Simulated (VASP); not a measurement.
Level of theory: PBE GGA, VASP's PBE PAW potentials (set 64) (plane waves; VASP).

A VASP calculation is set up with these files.

### INCAR
```
ALGO  =  Normal
EDIFF  =  1E-7
ENCUT  =  480
GGA  =  PE
ISIF  =  2
ISMEAR  =  1
LASPH  =  T
LCHARG  =  F
LMAXMIX  =  4
LREAL  =  F
LWAVE  =  F
NELM  =  100
PREC  =  Accurate
SIGMA  =  0.1
SYSTEM  =  Mo
```

### KPOINTS
```
Regular mesh
0
gamma
  16 16 16
0 0 0
```

File POSCAR:
```
Mo
1
   -1.5958013842     1.5958013842     1.5958013842
    1.5958013842    -1.5958013842     1.5958013842
    1.5958013842     1.5958013842    -1.5958013842
Mo
1
Direct
  0.0000000000   0.0000000000   0.0000000000
```

POTCAR, in this order: Mo_sv (PBE.64 set). Program: vasp_std.

What VASP printed:

### OSZICAR
```
       N       E                     dE             d eps       ncg     rms          rms(c)
DAV:   1     0.855163775233E+02    0.85516E+02   -0.80315E+03  3249   0.122E+03
DAV:   2    -0.103335146173E+02   -0.95850E+02   -0.92557E+02  3505   0.328E+02
DAV:   3    -0.116218963807E+02   -0.12884E+01   -0.12797E+01  3749   0.378E+01
DAV:   4    -0.116252373683E+02   -0.33410E-02   -0.33405E-02  3454   0.227E+00
DAV:   5    -0.116252550859E+02   -0.17718E-04   -0.17717E-04  3741   0.162E-01    0.134E+01
DAV:   6    -0.110113341270E+02    0.61392E+00   -0.11214E+00  3430   0.127E+01    0.339E+00
DAV:   7    -0.109340055029E+02    0.77329E-01   -0.21140E-01  3746   0.512E+00    0.103E+00
DAV:   8    -0.109305169222E+02    0.34886E-02   -0.45458E-03  3295   0.977E-01    0.186E-01
DAV:   9    -0.109305308804E+02   -0.13958E-04   -0.24977E-04  3681   0.203E-01    0.653E-02
DAV:  10    -0.109305381983E+02   -0.73179E-05   -0.14556E-05  3457   0.507E-02    0.394E-03
DAV:  11    -0.109305384534E+02   -0.25514E-06   -0.23657E-07  3722   0.537E-03    0.108E-03
DAV:  12    -0.109305383425E+02    0.11088E-06   -0.95274E-09  1916   0.125E-03    0.158E-04
DAV:  13    -0.109305383654E+02   -0.22926E-07   -0.42752E-10  1751   0.284E-04
   1 F= -.10930538E+02 E0= -.10930739E+02  d E =0.600906E-03
```

File OUTCAR:
```
------------------------ aborting loop because EDIFF is reached ----------------------------------------
  FORCE on cell =-STRESS in cart. coord.  units (eV):
  Direction    XX          YY          ZZ          XY          YZ          ZX
  --------------------------------------------------------------------------------------
  Total       -0.6971783     -0.6971783     -0.6971783      0.0000000     -0.0000000      0.0000000
  in kB      -68.7160139    -68.7160139    -68.7160139      0.0000000     -0.0000000      0.0000000
  external PRESSURE =     -68.7160139 kB  Pullay stress =       0.0000000 kB
  volume of cell :       16.26
      direct lattice vectors                 reciprocal lattice vectors
    -1.595801384  1.595801384  1.595801384     0.000000000  0.313322200  0.313322200
     1.595801384 -1.595801384  1.595801384     0.313322200  0.000000000  0.313322200
     1.595801384  1.595801384 -1.595801384     0.313322200  0.313322200  0.000000000
 POSITION                                       TOTAL-FORCE (eV/Angst)
 -----------------------------------------------------------------------------------
      0.00000      0.00000      0.00000         0.000000      0.000000      0.000000
 -----------------------------------------------------------------------------------
    total drift:                                0.000000     -0.000000      0.000000
  FREE ENERGIE OF THE ION-ELECTRON SYSTEM (eV)
  ---------------------------------------------------
  free  energy   TOTEN  =       -10.9305383654 eV

  energy  without entropy=      -10.9311392710  energy(sigma->0) =      -10.93073867
```
(Selected blocks of OUTCAR.)

**OUTCAR**
```
 val. band max:       11.9372890798   @ k =  -0.1875   0.1875   0.1875

 cond. band min:      11.9666753761   @ k =  -0.1875   0.1875   0.0625


 Fermi energy:        11.9646072272

 k-point     1 :       0.0000    0.0000    0.0000
  band No.  band energies     occupation
      1     -49.2969      2.00000
      2     -22.6486      2.00000
      3     -22.6486      2.00000
      4     -22.6486      2.00000
      5       4.8710      2.00000
      6      10.6877      2.00000
      7      10.6877      2.00000
      8      10.6877      2.00000
      9      13.5699     -0.00000
     10      13.5699     -0.00000
     11      26.7425      0.00000

 k-point     2 :       0.0625    0.0000    0.0000
  band No.  band energies     occupation
      1     -49.2885      2.00000
      2     -22.6987      2.00000
      3     -22.6642      2.00000
      4     -22.6489      2.00000
      5       5.0368      2.00000
      6      10.5958      2.00000
      7      10.6727      2.00000
      8      10.8415      2.00000
      9      13.4367     -0.00000
     10      13.5727     -0.00000
     11      26.8626      0.00000

 k-point     3 :       0.1250    0.0000    0.0000
  band No.  band energies     occupation
      1     -49.2644      2.00000
      2     -22.8401      2.00000
      3     -22.7084      2.00000
      4     -22.6498      2.00000
      5       5.5049      2.00000
      6      10.3452      2.00000
      7      10.6028      2.00000
      8      11.2950      2.00000
      9      13.1655     -0.00000
     10      13.5885     -0.00000
     11      27.1192      0.00000

 k-point     4 :       0.1875    0.0000    0.0000
  band No.  band energies     occupation
      1     -49.2282      2.00000
      2     -23.0476      2.00000
      3     -22.7739      2.00000
      4     -22.6512      2.00000
      5       6.1724      2.00000
      6       9.9962      2.00000
      7      10.4701      2.00000
      8      12.0231      0.17339
      9      13.0047     -0.00000
...
```

The compound is Mo in the bcc structure. This cell was strained or had an atom moved on purpose.
